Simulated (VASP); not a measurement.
These are r2SCAN meta-GGA, VASP's PBE PAW potentials (set 64) (plane waves; VASP 6.6.1) values and carry that method's errors.

Input for VASP

File POSCAR:
```
Tb
1
    1.8172910048    -3.1476398766     0.0000000000
    1.8172910048     3.1476398766     0.0000000000
    0.0000000000     0.0000000000     5.5479796168
Tb
2
Direct
  0.3333330000   0.6666670000   0.2500000000
  0.6666670000   0.3333330000   0.7500000000
```

INCAR:
```
LMIXTAU = T
SIGMA = 0.1
LASPH = T
PREC = Accurate
LCHARG = F
ENCUT = 520   ! plane-wave cut-off (eV)
EDIFFG = -0.01   ! ionic stop
LMAXMIX = 6   ! l cut-off of mixed one-centre charges
NELM = 100
IBRION = 2   ! conjugate gradients
NSW = 30
LREAL = F
LWAVE = F
ISMEAR = 1   ! Methfessel-Paxton
ALGO = Normal   ! blocked Davidson
EDIFF = 1E-7   ! SCF stop (eV)
METAGGA = R2SCAN
SYSTEM = Tb
ISIF = 4
```

### KPOINTS
```
K-points
0
Gamma
  11 11 7
```

POTCAR, in this order: Tb_3 (PBE.64 set). Program: vasp_std.

The resulting files:

### OUTCAR
```
 ion  position               nearest neighbor table
   1  0.333  0.667  0.250-   2 3.48   2 3.48   2 3.48   2 3.48   2 3.48   2 3.48
   2  0.667  0.333  0.750-   1 3.48   1 3.48   1 3.48   1 3.48   1 3.48   1 3.48
  LATTYP: Found a hexagonal cell.
 ALAT       =     3.6345815975
 C/A-ratio  =     1.5264424441
 Subroutine PRICEL returns:
 Original cell was already a primitive cell.
 Subroutine GETGRP returns: Found 24 space group operations
The static configuration has the point symmetry D_3d.
 The point group associated with its full space group is D_6h.
The dynamic configuration has the point symmetry D_3d.
 Subroutine INISYM returns: Found 24 space group operations
 Subroutine IBZKPT returns following result:
 Found     64 irreducible k-points:

 Following reciprocal coordinates:
            Coordinates               Weight
  0.000000  0.000000  0.000000      1.000000
  0.090909  0.000000  0.000000      6.000000
  0.181818  0.000000  0.000000      6.000000
  0.272727  0.000000  0.000000      6.000000
  0.363636  0.000000  0.000000      6.000000
  0.454545  0.000000  0.000000      6.000000
  0.090909  0.090909  0.000000      6.000000
...
```

OSZICAR:
```
       N       E                     dE             d eps       ncg     rms          rms(c)
DAV:   1    -0.102678405159E+02   -0.10268E+02   -0.92901E+03  1672   0.129E+03
DAV:   2    -0.624976470761E+02   -0.52230E+02   -0.51102E+02  1704   0.271E+02
DAV:   3    -0.648182125233E+02   -0.23206E+01   -0.22086E+01  2291   0.333E+01
DAV:   4    -0.648715609619E+02   -0.53348E-01   -0.52823E-01  1997   0.502E+00
DAV:   5    -0.648732371606E+02   -0.16762E-02   -0.16755E-02  2495   0.703E-01    0.284E+01
DAV:   6    -0.627339005115E+02    0.21393E+01   -0.39212E-01  1734   0.690E+00    0.154E+01
DAV:   7    -0.612469231659E+02    0.14870E+01   -0.58228E-01  1964   0.770E+00    0.165E+00
DAV:   8    -0.624950269442E+02   -0.12481E+01   -0.56487E-01  1829   0.695E+00    0.374E+00
DAV:   9    -0.625044859877E+02   -0.94590E-02   -0.26068E-02  1929   0.156E+00    0.185E+00
DAV:  10    -0.624012221295E+02    0.10326E+00   -0.11968E-02  1724   0.133E+00    0.186E+00
DAV:  11    -0.623860512005E+02    0.15171E-01   -0.52567E-03  1774   0.969E-01    0.152E+00
DAV:  12    -0.624082911526E+02   -0.22240E-01   -0.65920E-02  1664   0.305E+00    0.841E-01
DAV:  13    -0.624066248827E+02    0.16663E-02   -0.79338E-04  2090   0.266E-01    0.100E+00
DAV:  14    -0.624067696106E+02   -0.14473E-03   -0.17936E-05  2239   0.352E-02    0.987E-01
DAV:  15    -0.624057043101E+02    0.10653E-02   -0.24960E-05  1849   0.562E-02    0.101E+00
DAV:  16    -0.624052632657E+02    0.44104E-03   -0.11884E-04  1749   0.134E-01    0.778E-01
DAV:  17    -0.624176870216E+02   -0.12424E-01   -0.83083E-03  1664   0.106E+00    0.889E-02
DAV:  18    -0.624178039301E+02   -0.11691E-03   -0.49050E-04  1954   0.218E-01    0.113E-01
DAV:  19    -0.624178151002E+02   -0.11170E-04   -0.12476E-05  2101   0.309E-02    0.816E-02
DAV:  20    -0.624178829639E+02   -0.67864E-04   -0.65084E-05  1714   0.765E-02    0.182E-01
DAV:  21    -0.624178633209E+02    0.19643E-04   -0.12509E-05  1824   0.334E-02    0.165E-01
DAV:  22    -0.624178504234E+02    0.12898E-04   -0.21360E-05  1749   0.496E-02    0.132E-01
DAV:  23    -0.624178619311E+02   -0.11508E-04   -0.22242E-05  1704   0.421E-02    0.786E-02
DAV:  24    -0.624178423274E+02    0.19604E-04   -0.69439E-06  1714   0.246E-02    0.502E-02
DAV:  25    -0.624178530201E+02   -0.10693E-04   -0.23381E-06  1819   0.183E-02    0.315E-02
DAV:  26    -0.624178392224E+02    0.13798E-04   -0.51532E-07  1744   0.104E-02    0.180E-02
DAV:  27    -0.624178456139E+02   -0.63916E-05   -0.26804E-07  1799   0.613E-03    0.110E-02
DAV:  28    -0.624178404004E+02    0.52135E-05   -0.54517E-07  1709   0.799E-03    0.487E-03
DAV:  29    -0.624178435843E+02   -0.31840E-05   -0.59601E-08   892   0.276E-03    0.238E-03
DAV:  30    -0.624178411491E+02    0.24352E-05   -0.30011E-08   892   0.197E-03    0.120E-03
DAV:  31    -0.624178421172E+02   -0.96806E-06   -0.89268E-09   892   0.986E-04    0.211E-04
DAV:  32    -0.624178424808E+02   -0.36359E-06   -0.34897E-09   892   0.588E-04    0.185E-04
DAV:  33    -0.624178421517E+02    0.32912E-06   -0.58842E-10   877   0.281E-04    0.877E-05
DAV:  34    -0.624178423901E+02   -0.23849E-06   -0.50761E-10   877   0.245E-04    0.635E-05
DAV:  35    -0.624178422751E+02    0.11501E-06   -0.91486E-11   877   0.781E-05    0.212E-05
DAV:  36    -0.624178422737E+02    0.14729E-08   -0.22886E-11   877   0.309E-05
   1 F= -.62417842E+02 E0= -.62416463E+02  d E =-.624178E+02
       N       E                     dE             d eps       ncg     rms          rms(c)
DAV:   1    -0.624223749343E+02   -0.45327E-02   -0.19759E-01  1674   0.337E+00    0.280E-01
DAV:   2    -0.624198474468E+02    0.25275E-02   -0.42796E-03  1954   0.543E-01    0.203E-01
DAV:   3    -0.624197496672E+02    0.97780E-04   -0.71970E-04  1877   0.285E-01    0.900E-02
DAV:   4    -0.624196239378E+02    0.12573E-03   -0.47207E-04  2041   0.173E-01    0.398E-02
DAV:   5    -0.624196591635E+02   -0.35226E-04   -0.15232E-04  1694   0.124E-01    0.296E-02
DAV:   6    -0.624196675739E+02   -0.84104E-05   -0.18399E-05  1969   0.462E-02    0.103E-02
DAV:   7    -0.624196666408E+02    0.93309E-06   -0.67842E-06  1929   0.254E-02    0.430E-03
DAV:   8    -0.624196665325E+02    0.10835E-06   -0.72247E-07  1804   0.871E-03    0.232E-03
DAV:   9    -0.624196667552E+02   -0.22278E-06   -0.22228E-07  1759   0.484E-03    0.519E-04
DAV:  10    -0.624196666135E+02    0.14170E-06   -0.62124E-08   927   0.272E-03    0.300E-04
DAV:  11    -0.624196666431E+02   -0.29590E-07   -0.35928E-09   892   0.748E-04
   2 F= -.62419667E+02 E0= -.62418574E+02  d E =-.182437E-02
       N       E                     dE             d eps       ncg     rms          rms(c)
DAV:   1    -0.624232654158E+02   -0.35988E-02   -0.20586E-01  1674   0.344E+00    0.295E-01
DAV:   2    -0.624205481070E+02    0.27173E-02   -0.44752E-03  1959   0.555E-01    0.205E-01
DAV:   3    -0.624204252115E+02    0.12290E-03   -0.78592E-04  1877   0.297E-01    0.880E-02
DAV:   4    -0.624203002382E+02    0.12497E-03   -0.49913E-04  2056   0.176E-01    0.408E-02
DAV:   5    -0.624203358348E+02   -0.35597E-04   -0.15283E-04  1684   0.125E-01    0.304E-02
DAV:   6    -0.624203442405E+02   -0.84057E-05   -0.19426E-05  1982   0.468E-02    0.120E-02
DAV:   7    -0.624203430932E+02    0.11473E-05   -0.71247E-06  1939   0.256E-02    0.407E-03
DAV:   8    -0.624203429690E+02    0.12416E-06   -0.66052E-07  1804   0.817E-03    0.245E-03
DAV:   9    -0.624203431708E+02   -0.20182E-06   -0.25506E-07  1749   0.524E-03    0.584E-04
DAV:  10    -0.624203430218E+02    0.14906E-06   -0.78113E-08   992   0.304E-03    0.304E-04
DAV:  11    -0.624203430434E+02   -0.21667E-07   -0.35765E-09   862   0.771E-04
   3 F= -.62420343E+02 E0= -.62419499E+02  d E =-.250077E-02
```

File OUTCAR:
```
------------------------ aborting loop because EDIFF is reached ----------------------------------------
  FORCE on cell =-STRESS in cart. coord.  units (eV):
  Direction    XX          YY          ZZ          XY          YZ          ZX
  --------------------------------------------------------------------------------------
  Total        0.4730701      0.4730700      0.4807450      0.0000000      0.0000000      0.0000000
  in kB       11.9415786     11.9415748     12.1353124      0.0000000      0.0000000      0.0000000
  external PRESSURE =      12.0061552 kB  Pullay stress =       0.0000000 kB
  volume of cell :       63.47
      direct lattice vectors                 reciprocal lattice vectors
     1.806052495 -3.128174190  0.000000000     0.276846881 -0.159837646 -0.000000000
     1.806052495  3.128174190  0.000000000     0.276846881  0.159837646 -0.000000000
     0.000000000 -0.000000000  5.617241227    -0.000000000  0.000000000  0.178023332
 POSITION                                       TOTAL-FORCE (eV/Angst)
 -----------------------------------------------------------------------------------
      1.80605      1.04273      1.40431         0.000000     -0.000000     -0.000000
      1.80605     -1.04273      4.21293        -0.000000      0.000000      0.000000
 -----------------------------------------------------------------------------------
    total drift:                                0.000000      0.000111     -0.000010
  FREE ENERGIE OF THE ION-ELECTRON SYSTEM (eV)
  ---------------------------------------------------
  free  energy   TOTEN  =       -62.4203430434 eV

  energy  without entropy=      -62.4178098330  energy(sigma->0) =      -62.41949864

 reached required accuracy - stopping structural energy minimisation
```
(Selected blocks of OUTCAR.)

File CONTCAR:
```
Tb
   1.00000000000000
     1.8060524945100340   -3.1281741900872473    0.0000000000000000
     1.8060524945100340    3.1281741900872473    0.0000000000000000
     0.0000000000000000   -0.0000000000000000    5.6172412269277441
  Tb
     2
Direct
     0.3333330000000032    0.6666669999999968    0.2500000000000000
     0.6666669999999968    0.3333330000000032    0.7500000000000000
```

The 4f electrons are frozen in the core of the lanthanide potential, so 4f levels, which can set the real gap, and their magnetism are missing.

The compound is Tb in the hcp structure. This cell is one point of a volume scan, at 0.97 of the reference volume. Symmetry was kept, so distortions that lower it aren't found.
